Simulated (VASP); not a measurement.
```xyz
3
Lattice="0.0000 2.7957 2.7957 2.7957 0.0000 2.7957 2.7957 2.7957 0.0000" Properties=species:S:1:pos:R:3 pbc="T T T"
Ca     0.0000     2.7957     2.7957
F      1.3978     1.3978     1.3978
F      4.1935     4.1935     4.1935
```

Level of theory: revPBE GGA, VASP's PBE PAW potentials (set 64) (plane waves; VASP). Numerical set-up: 520 eV cut-off, 8×8×8 Γ-centred mesh, tetrahedra with Blöchl corrections, potentials Ca_sv F.

Problem. Estimate the energy per atom (σ→0), band gap (on the k-mesh) with the smallest direct gap where there is one.

Solution. 
The band gap (on the k-mesh) is 7.15 eV, the smallest direct gap (on the k-mesh) is 7.39 eV and the energy per atom (σ→0) is -5.522 eV/atom.

Only differences to runs with the same potentials and settings are physical.

The compound is CaF2 in the fluorite structure. It was relaxed first, which changed the volume by +7 %.
